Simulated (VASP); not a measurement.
Here is the system:

```
NaCl
1.0
    0.00000     2.74713     2.74713
    2.74713     0.00000     2.74713
    2.74713     2.74713     0.00000
Na Cl
1 1
Direct
  0.00000   0.00000   0.00000
  0.50000   0.50000   0.50000
```

These are PBE GGA, VASP's PBE PAW potentials (set 64) (plane waves; VASP 6.6.1) values and carry that method's errors. Numerical set-up: 300 eV cut-off, 7×7×7 Γ-centred mesh, Gaussian smearing of 0.010 eV, potentials Na_pv Cl.

At this cut-off the stress carries a Pulay error, which pulls relaxed volumes low.

**Question.** Predict the energy per atom (σ→0), pressure, band gap (on the k-mesh) with the smallest direct gap where there is one.

**Answer.** 
The band gap (on the k-mesh) is 5.42 eV and the smallest direct gap (on the k-mesh) is 5.42 eV. The energy per atom (σ→0) comes out as -3.367 eV/atom and the pressure comes out as 3.03 GPa.

The structure comes from a computed database's NaCl entry; how it stands against other phases isn't given here. The cell was not relaxed at this level.
